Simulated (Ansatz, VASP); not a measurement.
**Ge (Germanium) in two plane-wave programs**

Wanted: the spread between two codes on one cell, functional and k mesh. Of the first pair: The structure shown is the end of the Ansatz relaxation below.

Main program and level: Ansatz 0.2.0; plane waves, with VASP 6.6.1 beside it; single point at LDA and zone-centre phonons at LDA.

**1. The starting structure**

It takes space group I4_1/amd (No. 141, tetragonal). Conventional cell: a = 4.134 Å, b = 4.134 Å, c = 5.444 Å, α = 90.00°, β = 90.00°, γ = 90.00°. Nearest to Ge lie 4 Ge at 2.47 to 2.48 Å.

**2. Ansatz: relaxation, LDA**

Ansatz runs on its PAW soft_1 files.

This run makes the geometry at which the two programs are then compared.

Input file input.yaml:

```yaml
crystal:
  lattice:
    - [0.0, 2.9231723792, 2.7448762911]
    - [2.9231723792, 0.0, 2.7448762911]
    - [2.9231723792, 2.9231723792, 0.0]
  atoms:
    - { symbol: Ge, position: [0.4999125049, 0.4999125049, 0.5000573079] }
    - { symbol: Ge, position: [0.7500874951, 0.7500874951, 0.7499426921] }
  conventional_axes: [[-1, 1, 1], [1, -1, 1], [1, 1, -1]]
kpoints:
  mp_grid: { grid: [12, 12, 12], shift: [0.5, 0.5, 0.5] }
hamiltonian:
  xc: lda
  pseudopotentials: { kind: paw, azcp: { folder: soft_1 }, xc_functional: pbe }
scf:
  occupations: { method: gaussian, width: 0.015 }
output:
  forces: true
  stress: true
  eigenvalues: true
relax:
  adjacent_minimum: "off"
  f_tol: 0.001
  max_steps: 60
  cell: { stress_tol: 0.01, fix: [a, b, angles] }
```

Started as:

```console
$ ansatz run input.yaml --threads 4 --pin off --max-ram 10240MiB --backend cpu --events-out ev --progress --plain --runs-dir out
```

Numbers of over 12 decimals in the logs are rounded to 6 here.

Output:

```text
Engine: ansatz 0.2.0, aarch64-unknown-linux-gnu
Pseudopotentials: kind: paw
Pseudopotential: Ge, paw, valence charge 14, recommended cutoff 420 eV (normal), soft_1/Ge.paw.azcp
Functional definition: SPW92
  exchange = slater_x
  correlation = pw_c
Crystal: 2 atoms, lattice volume = 46.910 Å³
Basis set: ecut = 420 eV, 925 PW (Γ)
Bands: 18, of which v1, the nominal top of the filled ones, is band 14 counted from 1 (13 counted from 0)
Symmetry: 4 space group operations
Space group: C2/m (ITA 12), of the structure as read, at distance tolerance 3.6e-5 Å
k-points: 468 of 1728
Non-local potential: Ge, projectors of the file, l = 0: 2, l = 1: 2, l = 2: 3, l = 3: 1
PAW form: soft (Blöchl's): semilocal exchange-correlation on the pseudo side does not see the compensation charge
PAW frozen core: Ge, regenerated for the run's functional, and the local potential with it (the file was generated under x = pbe(κ = 0.804, μ = 0.219515), c = pbe(β = 0.066725))
PAW one-centre angular grid: Ge, 590 points (default); XC on 64 Gauss nodes
Initial density: superposition of atomic densities (chi_scale 0.1, normalization cell)
Initial wavefunctions: pseudopotential atomic-orbital guess
Functional: x = slater, c = lda
SCF iter   1: F=—  HF=-8431.522812 eV  |F-HF|=—  |Δ(HF+E_count)|=         —  Δρ=3.26e-2  dr2=4.60e-1  ethr=3.10e-3  ⟨swp⟩=6.0  Hψ=38898  notcnv=0
preconditioner: auto → Kerker (q_TF=auto, 2.503 Å⁻¹)  [metal: Δε(μ)=0.004 eV  Ē_g=23.233 eV  σ=0.015 eV  W_gap=0.16  n_scr=14 (ndim 8)  ℏωp=28.7 eV  f_vac=0.000  D(μ)=0.22/eV (n_scr^D=0)]
SCF iter   2: F=—  HF=-8431.466712 eV  |F-HF|=—  |Δ(HF+E_count)|=   5.61e-2  Δρ=2.14e-2  dr2=2.30e-1  ethr=1.64e-3  ⟨swp⟩=2.0  Hψ=13664  notcnv=0
preconditioner: auto → none  [insulator: Δε(μ)=0.028 eV  Ē_g=23.395 eV  σ=0.015 eV  W_gap=0.81  n_scr=14 (ndim 8)  ℏωp=28.7 eV  f_vac=0.000  D(μ)=0.10/eV (n_scr^D=0)  ε∞_Penn≈2.5]
SCF iter   3: F=—  HF=-8431.405139 eV  |F-HF|=—  |Δ(HF+E_count)|=   6.16e-2  Δρ=3.63e-3  dr2=4.19e-3  ethr=8.23e-4  ⟨swp⟩=2.2  Hψ=12344  notcnv=0
SCF iter   4: F=—  HF=-8431.401129 eV  |F-HF|=—  |Δ(HF+E_count)|=   4.01e-3  Δρ=1.12e-3  dr2=4.23e-4  ethr=1.50e-5  ⟨swp⟩=2.2  Hψ=17040  notcnv=0
SCF iter   5: F=—  HF=-8431.401135 eV  |F-HF|=—  |Δ(HF+E_count)|=   5.27e-6  Δρ=1.77e-4  dr2=2.06e-5  ethr=1.51e-6  ⟨swp⟩=2.0  Hψ=16848  notcnv=0
SCF iter   6: F=—  HF=-8431.401143 eV  |F-HF|=—  |Δ(HF+E_count)|=   7.80e-6  Δρ=2.13e-5  dr2=3.02e-7  ethr=7.37e-8  ⟨swp⟩=3.0  Hψ=14981  notcnv=0
SCF iter   7: F=-8431.401143 eV  HF=-8431.401143 eV  |F-HF|=5.29e-9  |Δ(HF+E_count)|=   9.73e-8  Δρ=3.13e-6  dr2=6.32e-9  ethr=3.57e-10  ⟨swp⟩=5.1  Hψ=38246  notcnv=0
SCF 1 converged in 7 iterations: F = -8431.401143 eV  dr2 = 6.32e-9
  greatest PAW one-centre occupation: 0.998 electrons in one spin orbital (limit 2), on the Ge atom at site 1 (counted from 0), in its partial waves of l = 2
relax step   1: F+E_penalty+E_count = -8431.40114265 eV  Δ(F+E_penalty+E_count) = +0.000e0 eV  max|allowed force component| = 1.458e-3 eV/Å  Δτ_max = 0.0000 Å  P = -3.456 GPa  Ω = 46.910 Å³  fix = [a, b, alpha, beta, gamma]  reactions: a -4.794, b -4.794 GPa; alpha +0.028, beta +0.028, gamma +0.054 GPa/rad  (7 SCF iters, dr2 threshold 1.00e-7 eV, accepted)
[...]
relax step   2: F+E_penalty+E_count = -8431.40214983 eV  Δ(F+E_penalty+E_count) = -1.007e-3 eV  max|allowed force component| = 1.287e-3 eV/Å  Δτ_max = 0.0001 Å  P = -3.044 GPa  Ω = 46.564 Å³  energy of the carried Pulay correction = +6.426e-5 eV  fix = [a, b, alpha, beta, gamma]  reactions: a -4.521, b -4.521 GPa; alpha +0.037, beta +0.037, gamma +0.066 GPa/rad  (4 SCF iters, dr2 threshold 2.00e-7 eV, accepted)
[...]
relax step   3: F+E_penalty+E_count = -8431.40217111 eV  Δ(F+E_penalty+E_count) = -2.129e-5 eV  max|allowed force component| = 2.770e-5 eV/Å  Δτ_max = 0.0001 Å  P = -2.989 GPa  Ω = 46.519 Å³  energy of the carried Pulay correction = +7.265e-5 eV  fix = [a, b, alpha, beta, gamma]  reactions: a -4.483, b -4.483 GPa; alpha +0.042, beta +0.042, gamma +0.070 GPa/rad  (4 SCF iters, dr2 threshold 2.02e-8 eV, accepted)
[...]
relax step   4: F+E_penalty+E_count = -8431.40210299 eV  Δ(F+E_penalty+E_count) = +6.812e-5 eV  max|allowed force component| = 2.596e-5 eV/Å  Δτ_max = 0.0000 Å  P = -2.989 GPa  Ω = 46.519 Å³  fix = [a, b, alpha, beta, gamma]  reactions: a -4.482, b -4.482 GPa; alpha +0.042, beta +0.042, gamma +0.070 GPa/rad  stress off target by 2.43e-3 GPa on what of the cell is left free  SCF on the basis re-selected at this cell (its energy is not comparable with the rows above)  (6 SCF iters)
basis re-selected at this cell: Δ(F+E_penalty+E_count) = +6.812e-5 eV, ΔP = -0.000 GPa vs the last step (what re-selecting the basis moved, of the pressure what is left beyond the Pulay correction that the steps carried, after the strain that the cell walked since its last selection, with what the two solves' SCF thresholds leave and, on support functions, any second-order correction that the steps lacked; it is no m [...]
SCF converged after 6 iterations
Free energy (F): -8431.402103 eV
Harris-Foulkes:  -8431.402103 eV  (|F-HF|=1.82e-12)
Internal energy: -8431.402080 eV  (E = F + TS)
E sigma→0 (E₀):  -8431.402091 eV
Entropy (-TS):   -0.000023 eV (-0.012 meV/atom)
Fermi energy:    7.901173 eV
--- Per-component energies (eV) ---
  E_band       = -319.772732
  E_kinetic    = 185.828512
  E_local      = -4546.050859  (includes V_loc(G=0)·N_el)
  E_nonlocal   = 441.296188
  E_hartree    = 2159.804365
  E_xc         = -142.568931
  E_vxc        = -130.901242  (∫ρ·V_xc dr)
  E_paw        = -3868.435018  (= ΣΔE_a)
  E_vpaw       = -589.554052  (= ΣTr[D̂ρ^β])
  E_aug_tail   = 0.000022  (compensation charges beyond the density's cutoff)
  E_ewald      = -2665.093013
  E_core_change = 3.816653  (= ΣΔE_core)
  E_smearing   = -0.000023  (= −TS)
  E_closure    = -0.000000  (closes the sum)
  Σ components = -8431.402103   (vs F -8431.402103, Δ=0.00e0)
--- Forces (eV/Å), atoms counted from 1 ---
  atom   1  Ge     0.00002596     0.00002596    -0.00000106
  atom   2  Ge    -0.00002596    -0.00002596     0.00000106
  max |Σ_I F_I| component: 0.00e0 eV/Å
--- Stress (GPa, compression-positive) ---
       -4.481795      -0.070066      -0.042357
       -0.070066      -4.481795      -0.042357
       -0.042357      -0.042357      -0.002426
  P = ⅓ Tr σ = -2.9887 GPa (-29.887 kbar)
--- Band table (eV; the first three rows and the last of 468) ---
  k-point 0: bands = [... 10 lower, -4.7039, 6.8885, 7.6641, 7.9289, 8.3499, 10.2341, 10.5930, 10.6134]
  k-point 1: bands = [... 10 lower, -4.5980, 5.7646, 7.5700, 7.6453, 8.7613, 10.7044, 10.8046, 10.9115]
  k-point 2: bands = [... 10 lower, -4.3309, 4.3235, 7.1847, 7.2319, 8.7417, 11.0656, 11.3243, 12.0377]
  k-point 467: bands = [... 10 lower, -2.6377, 0.3771, 5.5362, 6.6006, 8.5547, 11.3851, 12.0122, 15.1678]
--- Relaxed structure (3 steps of the walk, 3 accepted, 1 SCFs on fresh bases) ---
  F+E_penalty+E_count = -8431.40210299 eV   max|allowed force component| = 2.596e-5 eV/Å   (the final SCF, on the basis selected at the relaxed cell)
  cell:  # Å, volume = 46.5187 Å³
    - [0, 2.9231723792, 2.722004]
    - [2.9231723792, 0, 2.722004]
    - [2.9231723792, 2.9231723792, 0]
  atoms:
    - { symbol: Ge, position: [0.499893, 0.499893, 0.500028] }
    - { symbol: Ge, position: [0.750107, 0.750107, 0.749972] }
```

(Continued in part 2 of 4.)

[Lines on the potential files, build, host, timing and source positions are cut from VASP's logs without a mark.]

[Logs are printed without paths, hosts, clocks, repeated set-up lines and the standing remarks that a program may print on its own settings, such as how far it seeks lower states.]

[Hosts, paths, dates, database ids (printed as entryN), source tags and the programs' standing remarks are cut or masked in the printed files.]
